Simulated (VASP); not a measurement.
# ZnS (Wurtzite-2H) with PBE: from relaxation to properties, part 3 of 5

Aim: relax ZnS (Wurtzite-2H), then compute properties on the relaxed cell. The start is a cell from a database of measured crystal structures.

VASP 6.6.1; PBE; plane waves and PAW (Zn, S).

So far, gap on the k-mesh (eV): step 2 (relaxing cell and atoms (PBE)) 2.09. The relaxed cell has a = 3.844, c = 6.301 Å (conventional setting).

The database entry behind the starting cell has ideal inner coordinates that were not refined, so it need not match the best structure at ambient conditions.

## Step 6: Density of states (PBE)

Here the states are counted by energy and projected on the atoms. The mesh is finer than in the run before.

The input, INCAR:

```
SYSTEM = ZnS
PREC = Accurate
ENCUT = 400
EDIFF = 1E-06
NELM = 100
ISMEAR = -5
SIGMA = 0.05
LREAL = .FALSE.
ALGO = Normal
GGA = PE
NBANDS = 32
LORBIT = 11
LWAVE = .FALSE.
LCHARG = .FALSE.
KPAR = 4
NEDOS = 2001
```

The input, POSCAR:

```
ZnS
1.0
    3.8444531745      0.0000000000      0.0000000000
   -1.9222265872      3.3293941127      0.0000000000
    0.0000000000      0.0000000000      6.3012208745
Zn S
2 2
Direct
    0.3333333333      0.6666666667      0.0001275312
    0.6666666667      0.3333333333      0.5001275312
    0.3333333333      0.6666666667      0.3748724688
    0.6666666667      0.3333333333      0.8748724688
```

The input, KPOINTS:

```
Automatic mesh
0
Gamma
12 12 6
0 0 0
```

Potentials, in the order of the species: Zn and S (PBE family, release 64).

Command:

```
mpirun -np 4 vasp_std
```

Log:

```text
[... set-up lines as in an earlier step ...]
 entering main loop
       N       E                     dE             d eps       ncg     rms          rms(c)
DAV:   1     0.239232951347E+03    0.23923E+03   -0.13899E+04  4864   0.113E+03
DAV:   2     0.111158631227E+02   -0.22812E+03   -0.21298E+03  4912   0.289E+02
DAV:   3    -0.139633970565E+02   -0.25079E+02   -0.24753E+02  5880   0.939E+01
DAV:   4    -0.145386507060E+02   -0.57525E+00   -0.57453E+00  5744   0.150E+01
DAV:   5    -0.145455052707E+02   -0.68546E-02   -0.68541E-02  5904   0.155E+00    0.937E+00
DAV:   6    -0.137112863847E+02    0.83422E+00   -0.11790E+00  7544   0.295E+01    0.724E+00
DAV:   7    -0.136901480702E+02    0.21138E-01   -0.83868E-01  5760   0.502E+00    0.337E+00
DAV:   8    -0.136876736379E+02    0.24744E-02   -0.16716E-02  5536   0.678E-01    0.853E-01
DAV:   9    -0.136880793732E+02   -0.40574E-03   -0.30813E-03  5984   0.377E-01    0.210E-01
DAV:  10    -0.136882534256E+02   -0.17405E-03   -0.24337E-04  5592   0.924E-02    0.696E-02
DAV:  11    -0.136884300585E+02   -0.17663E-03   -0.17044E-04  5472   0.677E-02    0.247E-02
DAV:  12    -0.136884340412E+02   -0.39827E-05   -0.14594E-05  6088   0.484E-02    0.128E-02
DAV:  13    -0.136884356292E+02   -0.15880E-05   -0.43614E-06  5328   0.232E-02    0.141E-03
DAV:  14    -0.136884355716E+02    0.57610E-07   -0.51234E-07  4360   0.779E-03
   1 F= -.13688436E+02 E0= -.13688436E+02  d E =0.000000E+00
```

Elapsed: 29 s, on 4 MPI ranks of Intel Xeon Platinum 8259CL at 2.50GHz (Skylake/Cascade Lake), shared host; peak memory 0.97 GiB.

Parts of OUTCAR (step 6):

```text
   k-points           NKPTS =     76   k-points in BZ     NKDIM =     76   number of bands    NBANDS=     32

   NELECT =      36.0000    total number of electrons

 E-fermi :   1.9301

 k-point     1 :       0.0000    0.0000    0.0000
  band No.  band energies     occupation
    ...
     14       1.0669      2.00000
     15       1.0669      2.00000
     16       1.8528      2.00000
     17       1.9239      2.00000
     18       1.9239      2.00000
     19       4.0098      0.00000
     20       4.9714      0.00000
     21       8.2478      0.00000
     22       8.2478      0.00000
     23       8.5167      0.00000
    ...

  Total        0.0033844      0.0033844      0.0139559      0.0000000     -0.0000000      0.0000000
  in kB        0.0672313      0.0672313      0.2772325      0.0000000     -0.0000000      0.0000000
  external PRESSURE =       0.1372317 kB  Pullay stress =       0.0000000 kB

 POSITION                                       TOTAL-FORCE (eV/Angst)
 -----------------------------------------------------------------------------------
     -0.00000      2.21960      0.00080         0.000000     -0.000000      0.005816
      1.92223      1.10980      3.15141        -0.000000      0.000000      0.005816
     -0.00000      2.21960      2.36215        -0.000000      0.000000     -0.005816
      1.92223      1.10980      5.51276        -0.000000      0.000000     -0.005816
 -----------------------------------------------------------------------------------
    total drift:                               -0.000000     -0.000000      0.001700

  FREE ENERGIE OF THE ION-ELECTRON SYSTEM (eV)
  ---------------------------------------------------
  free  energy   TOTEN  =       -13.6884355716 eV

  energy  without entropy=      -13.6884355716  energy(sigma->0) =      -13.68843557

[... 8 parts as in an earlier step ...]

[... 8 further parts left out ...]
```

This step gave:

- irreducible k-points: 76
- Fermi energy: 1.930 eV
- pressure: 0.01372 GPa

The density of states has structure finer than the step of the table below, so its rows give means over 0.5 eV, whole bins alone (the curve runs from -12.0 to 6.72 eV). Peaks (eV: height): total -11.89: 8.67, -6.17: 40.8, -5.77: 49.7; S p -6.17: 2.00, -4.56: 1.27, -1.34: 2.53, 5.67: 0.587; Zn s -6.25: 0.300, -4.56: 1.16, 4.30: 0.792, 5.59: 0.423; Zn d -6.17: 35.0, -5.77: 48.0; Zn p -11.89: 0.260, -1.34: 0.493, 5.75: 0.651, 6.56: 0.401.

States under -12.0 eV and over 6.7 eV are left out. Table of density of states by energy, zero at the valence-band top; means over each step; values in states/eV/cell:

```csv
energy (eV),total,S p,Zn s,Zn d,Zn p,S s
-11.5,0.0733,8.5e-6,1.3e-4,0.00350,0.00230,0.0470
-11.0,0,0,0,0,0,0
-10.5,0,0,0,0,0,0
-10.0,0,0,0,0,0,0
-9.5,0,0,0,0,0,0
-9.0,0,0,0,0,0,0
-8.5,0,0,0,0,0,0
-8.0,0,0,0,0,0,0
-7.5,0,0,0,0,0,0
-7.0,0,0,0,0,0,0
-6.5,2.08,0.120,0.0267,1.72,0.00510,3.0e-4
-6.0,29.5,0.905,0.183,26.4,0.0672,0.00801
-5.5,8.49,0.0503,0.0566,7.97,0.0132,0.0763
-5.0,0.343,0.0800,0.0653,0.0551,0.00819,0.00245
-4.5,3.29,0.773,0.676,0.532,0.0592,0.0406
-4.0,1.90,0.442,0.319,0.366,0.0503,0.0611
-3.5,1.21,0.312,0.138,0.207,0.0570,0.0462
-3.0,1.91,0.596,0.116,0.218,0.146,0.0374
-2.5,2.43,0.847,0.0851,0.245,0.210,0.0307
-2.0,3.13,1.21,0.0630,0.286,0.281,0.0233
-1.5,4.38,1.85,0.0447,0.418,0.373,0.0167
-1.0,3.64,1.64,0.0207,0.379,0.275,0.00947
-0.5,1.56,0.754,0.00406,0.186,0.0903,0.00243
0.0,0.234,0.120,8.3e-5,0.0308,0.00950,7.5e-5
0.5,0,0,0,0,0,0
1.0,0,0,0,0,0,0
1.5,0,0,0,0,0,0
2.0,6.4e-4,3.9e-5,1.7e-4,0,0,1.5e-4
2.5,0.0325,0.00313,0.00824,1.1e-4,3.0e-4,0.00728
3.0,0.117,0.0150,0.0283,9.5e-4,0.00248,0.0222
3.5,0.960,0.0863,0.205,0.0199,0.0539,0.0994
4.0,2.98,0.303,0.625,0.0722,0.183,0.223
4.5,2.89,0.355,0.587,0.0841,0.173,0.144
5.0,1.04,0.168,0.204,0.0341,0.0520,0.0277
5.5,2.98,0.372,0.278,0.123,0.303,0.0531
6.0,3.01,0.379,0.221,0.105,0.378,0.0570
```

The gap on this mesh is 2.09 eV. In the top eV of the valence band the largest shares in the PAW spheres are S p 48 %, Zn d 12 % and Zn p 6 %; in the lowest eV of the conduction band, Zn s 25 %, S s 21 % and S p 11 %. The rest lies in smaller channels or between the spheres.

## Step 7: Field gradients at the nuclei (PBE)

Field gradients probe how far the charge around each nucleus departs from cubic symmetry; LASPH keeps the non-spherical terms inside the spheres.

The input, INCAR:

```
SYSTEM = ZnS
PREC = Accurate
ENCUT = 400
EDIFF = 1E-07
NELM = 100
ISMEAR = 0
SIGMA = 0.05
LREAL = .FALSE.
ALGO = Normal
GGA = PE
NBANDS = 24
LORBIT = 11
LWAVE = .FALSE.
LCHARG = .FALSE.
KPAR = 4
LEFG = .TRUE.
LASPH = .TRUE.
```

POSCAR is that of step 6.

The input, KPOINTS:

```
Automatic mesh
0
Gamma
8 8 4
0 0 0
```

Command:

```
mpirun -np 4 vasp_std
```

Log:

```text
[... set-up lines as in an earlier step ...]
 entering main loop
       N       E                     dE             d eps       ncg     rms          rms(c)
[... 1 cycle as in an earlier step ...]
DAV:   2     0.373665982639E+01   -0.20826E+03   -0.20200E+03  1544   0.321E+02
[... 2 cycles as in an earlier step ...]
DAV:   5    -0.145452106639E+02   -0.63815E-02   -0.63809E-02  1880   0.186E+00    0.937E+00
DAV:   6    -0.136873703698E+02    0.85784E+00   -0.18369E+00  2224   0.392E+01    0.730E+00
DAV:   7    -0.136994991155E+02   -0.12129E-01   -0.15131E+00  1600   0.699E+00    0.334E+00
DAV:   8    -0.136892591053E+02    0.10240E-01   -0.67130E-02  1928   0.317E+00    0.100E+00
DAV:   9    -0.136899410465E+02   -0.68194E-03   -0.12821E-02  2000   0.195E+00    0.247E-01
DAV:  10    -0.136900967279E+02   -0.15568E-03   -0.10234E-03  1704   0.373E-01    0.124E-01
DAV:  11    -0.136903420130E+02   -0.24529E-03   -0.46062E-04  1656   0.131E-01    0.984E-02
DAV:  12    -0.136903371358E+02    0.48772E-05   -0.14891E-05  1744   0.246E-02    0.811E-03
DAV:  13    -0.136903401886E+02   -0.30528E-05   -0.39343E-06  1656   0.129E-02    0.341E-03
DAV:  14    -0.136903403283E+02   -0.13974E-06   -0.30328E-07  1616   0.380E-03    0.112E-03
DAV:  15    -0.136903403802E+02   -0.51917E-07   -0.38547E-08  1184   0.152E-03
ion   1
     0.0000000     0.0000000     0.0000000     0.0542889     0.0000000     0.0000000
     0.0000468     0.0000000     0.0000000     0.0542889     0.0000000     0.0000000
     0.0000645     0.0000000     0.0000000     0.0542889     0.0000000     0.0000000
     0.0000888     0.0000000     0.0000000     0.0542889     0.0000000     0.0000000
     0.0001223     0.0000000     0.0000000     0.0542889     0.0000000     0.0000000

     0.0000000     0.0000001     0.0000000    -0.6858942     0.0000000     0.0000001
     0.0000468     0.0000001     0.0000000    -0.6858612     0.0000000     0.0000001
     0.0000645     0.0000001     0.0000000    -0.6858418     0.0000000     0.0000001
     0.0000888     0.0000001     0.0000000    -0.6858099     0.0000000     0.0000001
     0.0001223     0.0000001     0.0000000    -0.6857574     0.0000000     0.0000001

ion   2
     0.0000000     0.0000000    -0.0000000     0.0542889    -0.0000000     0.0000000
     0.0000468     0.0000000    -0.0000000     0.0542889    -0.0000000     0.0000000
     0.0000645     0.0000000    -0.0000000     0.0542889    -0.0000000     0.0000000
     0.0000888     0.0000000    -0.0000000     0.0542889    -0.0000000     0.0000000
     0.0001223     0.0000000    -0.0000000     0.0542889    -0.0000000     0.0000000

     0.0000000     0.0000001    -0.0000000    -0.6858942    -0.0000000     0.0000001
     0.0000468     0.0000001    -0.0000000    -0.6858612    -0.0000000     0.0000001
     0.0000645     0.0000001    -0.0000000    -0.6858418    -0.0000000     0.0000001
     0.0000888     0.0000001    -0.0000000    -0.6858099    -0.0000000     0.0000001
     0.0001223     0.0000001    -0.0000000    -0.6857574    -0.0000000     0.0000001

ion   3
     0.0000000     0.0000000     0.0000000    -0.1261095    -0.0000000     0.0000000
     0.0000369     0.0000000     0.0000000    -0.1261095    -0.0000000     0.0000000
     0.0000508     0.0000000     0.0000000    -0.1261095    -0.0000000     0.0000000
     0.0000700     0.0000000     0.0000000    -0.1261095    -0.0000000     0.0000000
     0.0000964     0.0000000     0.0000000    -0.1261095    -0.0000000     0.0000000

     0.0000000     0.0000000     0.0000000    -1.8654648    -0.0000000     0.0000000
     0.0000369     0.0000000     0.0000000    -1.8654595    -0.0000000     0.0000000
     0.0000508     0.0000000     0.0000000    -1.8654563    -0.0000000     0.0000000
     0.0000700     0.0000000     0.0000000    -1.8654509    -0.0000000     0.0000000
     0.0000964     0.0000000     0.0000000    -1.8654421    -0.0000000     0.0000000

ion   4
     0.0000000     0.0000000    -0.0000000    -0.1261095    -0.0000000     0.0000000
     0.0000369     0.0000000    -0.0000000    -0.1261095    -0.0000000     0.0000000
     0.0000508     0.0000000    -0.0000000    -0.1261095    -0.0000000     0.0000000
     0.0000700     0.0000000    -0.0000000    -0.1261095    -0.0000000     0.0000000
     0.0000964     0.0000000    -0.0000000    -0.1261095    -0.0000000     0.0000000

     0.0000000     0.0000000    -0.0000000    -1.8654648    -0.0000000     0.0000000
     0.0000369     0.0000000    -0.0000000    -1.8654595    -0.0000000     0.0000000
     0.0000508     0.0000000    -0.0000000    -1.8654563    -0.0000000     0.0000000
     0.0000700     0.0000000    -0.0000000    -1.8654509    -0.0000000     0.0000000
     0.0000964     0.0000000    -0.0000000    -1.8654421    -0.0000000     0.0000000

   1 F= -.13690340E+02 E0= -.13690340E+02  d E =-.106737E-10
```

Wall time 12 s (4 MPI ranks); peak memory 0.73 GiB.

OUTCAR, selected parts (step 7):

```text
   NELECT =      36.0000    total number of electrons

 E-fermi :   2.1284

 k-point     1 :       0.0000    0.0000    0.0000
  band No.  band energies     occupation
    ...
     14       1.0662      2.00000
     15       1.0662      2.00000
     16       1.8523      2.00000
     17       1.9232      2.00000
     18       1.9232      2.00000
     19       4.0101      0.00000
     20       4.9719      0.00000
     21       8.2481      0.00000
     22       8.2481      0.00000
     23       8.5168      0.00000
    ...

  Total       -0.0079755     -0.0079755      0.0009748     -0.0000000      0.0000000      0.0000000
  in kB       -0.1584329     -0.1584329      0.0193650     -0.0000000      0.0000000      0.0000000
  external PRESSURE =      -0.0991670 kB  Pullay stress =       0.0000000 kB

 POSITION                                       TOTAL-FORCE (eV/Angst)
 -----------------------------------------------------------------------------------
     -0.00000      2.21960      0.00080         0.000000      0.000000      0.005726
      1.92223      1.10980      3.15141        -0.000000     -0.000000      0.005726
     -0.00000      2.21960      2.36215        -0.000000      0.000000     -0.005726
      1.92223      1.10980      5.51276        -0.000000      0.000000     -0.005726
 -----------------------------------------------------------------------------------
    total drift:                               -0.000000     -0.000000      0.001733

  FREE ENERGIE OF THE ION-ELECTRON SYSTEM (eV)
  ---------------------------------------------------
  free  energy   TOTEN  =       -13.6903403802 eV

  energy  without entropy=      -13.6903403802  energy(sigma->0) =      -13.69034038

 Electric field gradients after diagonalization (V/A^2)
 (convention: |V_zz| > |V_xx| > |V_yy|)
----------------------------------------------------------------------
 ion       V_xx      V_yy      V_zz     asymmetry (V_yy - V_xx)/ V_zz
----------------------------------------------------------------------
   1      -0.425    -0.414     0.839       0.013
   2      -0.425    -0.414     0.839       0.013
   3      -1.165    -1.164     2.329       0.001
   4      -1.165    -1.164     2.329       0.001
----------------------------------------------------------------------

[... 10 parts as in an earlier step ...]

[... 7 further parts left out ...]
```

Numbers from this step:

```
SCF cycles                     : 15
bands                          : 24
irreducible k-points           : 30
Fermi energy                   : 2.128 eV
pressure                       : -0.009917 GPa
gap on the k-mesh              : 2.087 eV
least direct gap on the k-mesh : 2.087 eV
```

Electric field gradients, by row:

```csv
atom,Vxx (V/Å²),Vyy (V/Å²),Vzz (V/Å²),asymmetry
Zn1,-0.425,-0.414,0.839,0.013
Zn2,-0.425,-0.414,0.839,0.013
S3,-1.165,-1.164,2.329,0.001
S4,-1.165,-1.164,2.329,0.001
```

The largest gradient, 2.33 V/Å², sits on S3 and like sites; times the quadrupole moment of a nucleus that has one, it gives the coupling that NMR and NQR see.

(Continued in part 4 of 5.)

[Lines on the potential files, build, host, timing and source positions are cut from VASP's logs without a mark.]

[Logs are printed without paths, hosts, clocks, repeated set-up lines and the standing remarks that a program may print on its own settings, such as how far it seeks lower states.]

[Hosts, paths, dates, database ids (printed as entryN), source tags and the programs' standing remarks are cut or masked in the printed files.]

[A measured line is paired with the nearest computed mode of its activity, which favours agreement.]
